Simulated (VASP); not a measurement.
Output of a VASP run:

**OUTCAR**
```
 ion  position               nearest neighbor table
   1  0.000  0.000  0.000-   2 2.32   2 2.32   2 2.32   2 2.32   3 2.32   3 2.32   3 2.32   3 2.32
  LATTYP: Found a face centered cubic cell.
 ALAT       =     5.3526860000
 Subroutine PRICEL returns:
 Original cell was already a primitive cell.
 Subroutine GETGRP returns: Found 48 space group operations
The static configuration has the point symmetry O_h .
The dynamic configuration has the point symmetry O_h .
 Subroutine INISYM returns: Found 48 space group operations
 Subroutine IBZKPT returns following result:
 Found     56 irreducible k-points:

 Following reciprocal coordinates:
            Coordinates               Weight
  0.000000  0.000000  0.000000      1.000000
  0.090909  0.000000  0.000000      8.000000
  0.181818  0.000000  0.000000      8.000000
  0.272727  0.000000  0.000000      8.000000
  0.363636  0.000000  0.000000      8.000000
  0.454545  0.000000  0.000000      8.000000
  0.090909  0.090909  0.000000      6.000000
  0.181818  0.090909  0.000000     24.000000
  0.272727  0.090909  0.000000     24.000000
  0.363636  0.090909  0.000000     24.000000
  0.454545  0.090909  0.000000     24.000000
 -0.454545  0.090909  0.000000     24.000000
 -0.363636  0.090909  0.000000     24.000000
 -0.272727  0.090909  0.000000     24.000000
 -0.181818  0.090909  0.000000     24.000000
 -0.090909  0.090909  0.000000     12.000000
  0.181818  0.181818  0.000000      6.000000
  0.272727  0.181818  0.000000     24.000000
  0.363636  0.181818  0.000000     24.000000
  0.454545  0.181818  0.000000     24.000000
 -0.454545  0.181818  0.000000     24.000000
 -0.363636  0.181818  0.000000     24.000000
 -0.272727  0.181818  0.000000     24.000000
 -0.181818  0.181818  0.000000     12.000000
  0.272727  0.272727  0.000000      6.000000
  0.363636  0.272727  0.000000     24.000000
  0.454545  0.272727  0.000000     24.000000
 -0.454545  0.272727  0.000000     24.000000
 -0.363636  0.272727  0.000000     24.000000
 -0.272727  0.272727  0.000000     12.000000
  0.363636  0.363636  0.000000      6.000000
  0.454545  0.363636  0.000000     24.000000
 -0.454545  0.363636  0.000000     24.000000
 -0.363636  0.363636  0.000000     12.000000
  0.454545  0.454545  0.000000      6.000000
 -0.454545  0.454545  0.000000     12.000000
  0.272727  0.181818  0.090909     24.000000
  0.363636  0.181818  0.090909     48.000000
  0.454545  0.181818  0.090909     48.000000
 -0.454545  0.181818  0.090909     48.000000
   k-points           NKPTS =     56   k-points in BZ     NKDIM =     56   number of bands    NBANDS=     12
   number of dos      NEDOS =    301   number of ions     NIONS =      3
   total plane-waves  NPLWV =  13824
   dimension x,y,z NGX =    24 NGY =   24 NGZ =   24
   dimension x,y,z NGXF=    48 NGYF=   48 NGZF=   48
   ions per type =               1   2
   PREC   = accura    normal or accurate (medium, high low for compatibility)
   ISTART =      0    job   : 0-new  1-cont  2-samecut
   ICHARG =      2    charge: 1-file 2-atom 10-const
   ISPIN  =      1    spin polarized calculation?
   LNONCOLLINEAR =      F non collinear calculations
   LSORBIT =      F    spin-orbit coupling
   INIWAV =      1    electr: 0-lowe 1-rand  2-diag
   ENCUT  =  300.0 eV  22.05 Ry    4.70 a.u.   5.35  5.35  5.35*2*pi/ulx,y,z
   NELM   =    100;   NELMIN=  2; NELMDL= -5     # of ELM steps
   EDIFF  = 0.1E-05   stopping-criterion for ELM
   LREAL  =      F    real-space projection
   NLSPLINE    = F    spline interpolate recip. space projectors
   LMAXMIX     =    4 max onsite mixed and CHGCAR
   VOSKOWN=      0    Vosko Wilk Nusair interpolation
   EDIFFG = 0.1E-04   stopping-criterion for IOM
   NSW    =      0    number of steps for IOM
   NBLOCK =      1;   KBLOCK =      1    inner block; outer block
   IBRION =     -1    ionic relax: 0-MD 1-quasi-New 2-CG
   NFREE  =      0    steps in history (QN), initial steepest desc. (CG)
...
```

File OSZICAR:
```
       N       E                     dE             d eps       ncg     rms          rms(c)
DAV:   1     0.489608145288E+02    0.48961E+02   -0.48896E+03  1384   0.850E+02
DAV:   2    -0.180174205222E+02   -0.66978E+02   -0.62870E+02  1372   0.209E+02
DAV:   3    -0.206589865924E+02   -0.26416E+01   -0.25557E+01  1736   0.467E+01
DAV:   4    -0.207108022926E+02   -0.51816E-01   -0.51714E-01  1608   0.665E+00
DAV:   5    -0.207121502689E+02   -0.13480E-02   -0.13478E-02  1760   0.106E+00    0.143E+01
DAV:   6    -0.243366711639E+02   -0.36245E+01   -0.40404E+01  1684   0.129E+02    0.178E+01
DAV:   7    -0.193157331869E+02    0.50209E+01   -0.17093E+01  1780   0.101E+02    0.358E+00
DAV:   8    -0.193418350339E+02   -0.26102E-01   -0.10449E+00  1592   0.815E+00    0.192E+00
DAV:   9    -0.193060485335E+02    0.35787E-01   -0.11062E-01  1732   0.671E+00    0.442E-01
DAV:  10    -0.193061166390E+02   -0.68105E-04   -0.58350E-03  1648   0.874E-01    0.726E-02
DAV:  11    -0.193060641426E+02    0.52496E-04   -0.39248E-04  1920   0.363E-01    0.354E-02
DAV:  12    -0.193060865444E+02   -0.22402E-04   -0.50909E-05  1440   0.694E-02    0.224E-02
DAV:  13    -0.193060869312E+02   -0.38687E-06   -0.25719E-06  1572   0.127E-02
   1 F= -.19306087E+02 E0= -.19287087E+02  d E =-.380002E-01
```

**OUTCAR**
```
------------------------ aborting loop because EDIFF is reached ----------------------------------------
  FORCE on cell =-STRESS in cart. coord.  units (eV):
  Direction    XX          YY          ZZ          XY          YZ          ZX
  --------------------------------------------------------------------------------------
  Total        0.0977009      0.0977009      0.0977009      0.0000000      0.0000000      0.0000000
  in kB        4.0827613      4.0827613      4.0827613      0.0000000      0.0000000      0.0000000
  external PRESSURE =       4.0827613 kB  Pullay stress =       0.0000000 kB
  volume of cell :       38.34
      direct lattice vectors                 reciprocal lattice vectors
     0.000000000  2.676343000  2.676343000    -0.186822093  0.186822093  0.186822093
     2.676343000  0.000000000  2.676343000     0.186822093 -0.186822093  0.186822093
     2.676343000  2.676343000  0.000000000     0.186822093  0.186822093 -0.186822093
 POSITION                                       TOTAL-FORCE (eV/Angst)
 -----------------------------------------------------------------------------------
      0.00000      0.00000      0.00000         0.000000      0.000000      0.000000
      4.01451      4.01451      4.01451         0.000000      0.000000     -0.000000
      1.33817      1.33817      1.33817        -0.000000     -0.000000      0.000000
 -----------------------------------------------------------------------------------
    total drift:                               -0.000000      0.000000      0.000000
  FREE ENERGIE OF THE ION-ELECTRON SYSTEM (eV)
  ---------------------------------------------------
  free  energy   TOTEN  =       -19.3060869312 eV

  energy  without entropy=      -19.2680867130  energy(sigma->0) =      -19.28708682
```
(Selected blocks of OUTCAR.)

POSCAR:
```
CoSi2
1
    0.0000000000     2.6763430000     2.6763430000
    2.6763430000     0.0000000000     2.6763430000
    2.6763430000     2.6763430000     0.0000000000
Co Si
1 2
Direct
  0.0000000000   0.0000000000   0.0000000000
  0.7500000000   0.7500000000   0.7500000000
  0.2500000000   0.2500000000   0.2500000000
```

Q: Write an INCAR and KPOINTS that could have produced this output.

A: Several could match; the one computed here: the input of the run itself, PBE GGA, plane waves, VASP's PBE PAW potentials (set 64).

File KPOINTS:
```
Automatic mesh
0
Gamma
11 11 11
0 0 0
```

### INCAR
```
ALGO=Normal
EDIFF=1E-6
ENCUT=300
GGA=PE
ISIF=2
ISMEAR=0
LASPH=.TRUE.
LCHARG=.FALSE.
LMAXMIX=4
LREAL=.FALSE.
LWAVE=.FALSE.
NELM=100
PREC=Accurate
SIGMA=0.272
SYSTEM=CoSi2
```

POTCAR, in this order: Co Si (PBE.64 set). Program: vasp_std.

At this cut-off the stress carries a Pulay error, which pulls relaxed volumes low.

The structure comes from a computed database's CoSi2 entry; how it stands against other phases isn't given here. The cell was not relaxed at this level. The run is not spin-polarised, so no magnetic state was tried. The electron count is odd and the run is not spin-polarised, which forces a metal.
